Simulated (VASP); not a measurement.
These are r2SCAN meta-GGA, VASP's PBE PAW potentials (set 64) (plane waves; VASP) values and carry that method's errors.

The input files of a VASP run:

KPOINTS:
```
Automatic mesh
0
gamma
 8 8 8
```

File POSCAR:
```
Pt3Ti
1
    4.0021623866     0.0000000000     0.0000000000
    0.0000000000     4.0021623866     0.0000000000
    0.0000000000     0.0000000000     4.0021623866
Ti Pt
1 3
Direct
  0.0000000000   0.0000000000   0.0000000000
  0.0000000000   0.5000000000   0.5000000000
  0.5000000000   0.0000000000   0.5000000000
  0.5000000000   0.5000000000   0.0000000000
```

**INCAR**
```
ENCUT  =  520
ISMEAR  =  1   ! Methfessel-Paxton
LREAL  =  F
LCHARG  =  F
LWAVE  =  F
LMIXTAU  =  T
SYSTEM  =  Pt3Ti
PREC  =  Accurate
SIGMA  =  0.1   ! width (eV)
NELM  =  100   ! most electronic steps
LASPH  =  T
LMAXMIX  =  6
ISIF  =  2   ! forces and stress, cell fixed
METAGGA  =  R2SCAN
EDIFF  =  1E-7
ALGO  =  Normal   ! blocked Davidson
```

POTCAR, in this order: Ti_sv Pt (PBE.64 set). Program: vasp_std.

The run wrote:

OUTCAR:
```
 ion  position               nearest neighbor table
   1  0.000  0.000  0.000-   2 2.83   3 2.83   4 2.83   2 2.83   3 2.83   2 2.83   4 2.83   2 2.83
                             3 2.83   4 2.83   3 2.83   4 2.83
   2  0.000  0.500  0.500-   1 2.83   3 2.83   4 2.83   1 2.83   4 2.83   1 2.83   3 2.83   1 2.83
                             3 2.83   4 2.83   4 2.83   3 2.83
   3  0.500  0.000  0.500-   1 2.83   2 2.83   4 2.83   1 2.83   4 2.83   2 2.83   4 2.83   4 2.83
                             1 2.83   2 2.83   1 2.83   2 2.83
   4  0.500  0.500  0.000-   1 2.83   2 2.83   3 2.83   2 2.83   3 2.83   1 2.83   3 2.83   3 2.83
                             1 2.83   2 2.83   2 2.83   1 2.83
  LATTYP: Found a simple cubic cell.
 ALAT       =     4.0021623866
 Subroutine PRICEL returns:
 Original cell was already a primitive cell.
 Subroutine GETGRP returns: Found 48 space group operations
The static configuration has the point symmetry O_h .
The dynamic configuration has the point symmetry O_h .
 Subroutine INISYM returns: Found 48 space group operations
 Subroutine IBZKPT returns following result:
 Found     35 irreducible k-points:

 Following reciprocal coordinates:
            Coordinates               Weight
  0.000000  0.000000  0.000000      1.000000
  0.125000  0.000000  0.000000      6.000000
  0.250000  0.000000  0.000000      6.000000
  0.375000  0.000000  0.000000      6.000000
  0.500000  0.000000  0.000000      3.000000
  0.125000  0.125000  0.000000     12.000000
  0.250000  0.125000  0.000000     24.000000
  0.375000  0.125000  0.000000     24.000000
  0.500000  0.125000  0.000000     12.000000
  0.250000  0.250000  0.000000     12.000000
  0.375000  0.250000  0.000000     24.000000
  0.500000  0.250000  0.000000     12.000000
  0.375000  0.375000  0.000000     12.000000
  0.500000  0.375000  0.000000     12.000000
  0.500000  0.500000  0.000000      3.000000
  0.125000  0.125000  0.125000      8.000000
  0.250000  0.125000  0.125000     24.000000
  0.375000  0.125000  0.125000     24.000000
  0.500000  0.125000  0.125000     12.000000
  0.250000  0.250000  0.125000     24.000000
  0.375000  0.250000  0.125000     48.000000
  0.500000  0.250000  0.125000     24.000000
  0.375000  0.375000  0.125000     24.000000
  0.500000  0.375000  0.125000     24.000000
  0.500000  0.500000  0.125000      6.000000
  0.250000  0.250000  0.250000      8.000000
  0.375000  0.250000  0.250000     24.000000
  0.500000  0.250000  0.250000     12.000000
  0.375000  0.375000  0.250000     24.000000
  0.500000  0.375000  0.250000     24.000000
  0.500000  0.500000  0.250000      6.000000
  0.375000  0.375000  0.375000      8.000000
  0.500000  0.375000  0.375000     12.000000
  0.500000  0.500000  0.375000      6.000000
  0.500000  0.500000  0.500000      1.000000
   k-points           NKPTS =     35   k-points in BZ     NKDIM =     35   number of bands    NBANDS=     25
   number of dos      NEDOS =    301   number of ions     NIONS =      4
   total plane-waves  NPLWV =  27000
   dimension x,y,z NGX =    30 NGY =   30 NGZ =   30
   dimension x,y,z NGXF=    60 NGYF=   60 NGZF=   60
   ions per type =               1   3
   PREC   = accura    normal or accurate (medium, high low for compatibility)
   ISTART =      0    job   : 0-new  1-cont  2-samecut
   ICHARG =      2    charge: 1-file 2-atom 10-const
   ISPIN  =      1    spin polarized calculation?
   LNONCOLLINEAR =      F non collinear calculations
   LSORBIT =      F    spin-orbit coupling
   INIWAV =      1    electr: 0-lowe 1-rand  2-diag
   ENCUT  =  520.0 eV  38.22 Ry    6.18 a.u.   7.44  7.44  7.44*2*pi/ulx,y,z
   NELM   =    100;   NELMIN=  2; NELMDL= -5     # of ELM steps
   EDIFF  = 0.1E-06   stopping-criterion for ELM
   LREAL  =      F    real-space projection
   NLSPLINE    = F    spline interpolate recip. space projectors
...
```

**OSZICAR**
```
       N       E                     dE             d eps       ncg     rms          rms(c)
DAV:   1     0.243381636082E+03    0.24338E+03   -0.21801E+04  1750   0.185E+03
DAV:   2    -0.151050470164E+03   -0.39443E+03   -0.38647E+03  1866   0.459E+02
DAV:   3    -0.185525666806E+03   -0.34475E+02   -0.33195E+02  2706   0.113E+02
DAV:   4    -0.186648008659E+03   -0.11223E+01   -0.11166E+01  2033   0.216E+01
DAV:   5    -0.186694297713E+03   -0.46289E-01   -0.46259E-01  2582   0.423E+00    0.199E+01
DAV:   6    -0.171653845869E+03    0.15040E+02   -0.24949E+01  2482   0.463E+01    0.920E+00
DAV:   7    -0.171980190633E+03   -0.32634E+00   -0.20276E+01  2450   0.289E+01    0.936E+00
DAV:   8    -0.170651714197E+03    0.13285E+01   -0.23288E+00  2385   0.905E+00    0.393E+00
DAV:   9    -0.171255686886E+03   -0.60397E+00   -0.43919E+00  2476   0.123E+01    0.452E+00
DAV:  10    -0.170976580260E+03    0.27911E+00   -0.25678E+00  2462   0.111E+01    0.984E-01
DAV:  11    -0.170983042690E+03   -0.64624E-02   -0.12569E-01  2531   0.211E+00    0.269E-01
DAV:  12    -0.170982201224E+03    0.84147E-03   -0.30965E-03  2141   0.412E-01    0.216E-01
DAV:  13    -0.170981177258E+03    0.10240E-02   -0.30563E-03  2209   0.352E-01    0.141E-01
DAV:  14    -0.170984501005E+03   -0.33237E-02   -0.39402E-03  2103   0.382E-01    0.702E-02
DAV:  15    -0.170984437884E+03    0.63121E-04   -0.15741E-04  2117   0.965E-02    0.515E-02
DAV:  16    -0.170984462077E+03   -0.24193E-04   -0.58876E-04  2259   0.176E-01    0.272E-02
DAV:  17    -0.170984458236E+03    0.38410E-05   -0.91597E-05  2559   0.702E-02    0.379E-02
DAV:  18    -0.170984510664E+03   -0.52428E-04   -0.55951E-05  2268   0.550E-02    0.175E-02
DAV:  19    -0.170984532325E+03   -0.21661E-04   -0.63261E-05  2370   0.574E-02    0.728E-03
DAV:  20    -0.170984533264E+03   -0.93919E-06   -0.41666E-06  2352   0.161E-02    0.228E-03
DAV:  21    -0.170984533219E+03    0.45583E-07   -0.36684E-07  1874   0.566E-03
   1 F= -.17098453E+03 E0= -.17098444E+03  d E =-.287723E-03
```

**OUTCAR**
```
------------------------ aborting loop because EDIFF is reached ----------------------------------------
  FORCE on cell =-STRESS in cart. coord.  units (eV):
  Direction    XX          YY          ZZ          XY          YZ          ZX
  --------------------------------------------------------------------------------------
  Total       -5.2233525     -5.2233525     -5.2233525      0.0000000     -0.0000000      0.0000000
  in kB     -130.5496752   -130.5496752   -130.5496752      0.0000000     -0.0000000      0.0000000
  external PRESSURE =    -130.5496752 kB  Pullay stress =       0.0000000 kB
  volume of cell :       64.10
      direct lattice vectors                 reciprocal lattice vectors
     4.002162387  0.000000000  0.000000000     0.249864924  0.000000000  0.000000000
     0.000000000  4.002162387  0.000000000     0.000000000  0.249864924  0.000000000
     0.000000000  0.000000000  4.002162387     0.000000000  0.000000000  0.249864924
 POSITION                                       TOTAL-FORCE (eV/Angst)
 -----------------------------------------------------------------------------------
      0.00000      0.00000      0.00000         0.000000      0.000000      0.000000
      0.00000      2.00108      2.00108         0.000000      0.000000      0.000000
      2.00108      0.00000      2.00108         0.000000      0.000000      0.000000
      2.00108      2.00108      0.00000         0.000000      0.000000      0.000000
 -----------------------------------------------------------------------------------
    total drift:                                0.000000      0.000000     -0.000000
  FREE ENERGIE OF THE ION-ELECTRON SYSTEM (eV)
  ---------------------------------------------------
  free  energy   TOTEN  =      -170.9845332188 eV

  energy  without entropy=     -170.9842454953  energy(sigma->0) =     -170.98443731
```
(Selected blocks of OUTCAR.)

The compound is Pt3Ti in the L1_2 structure. This cell is one point of a volume scan, at 1.06 of the reference volume.
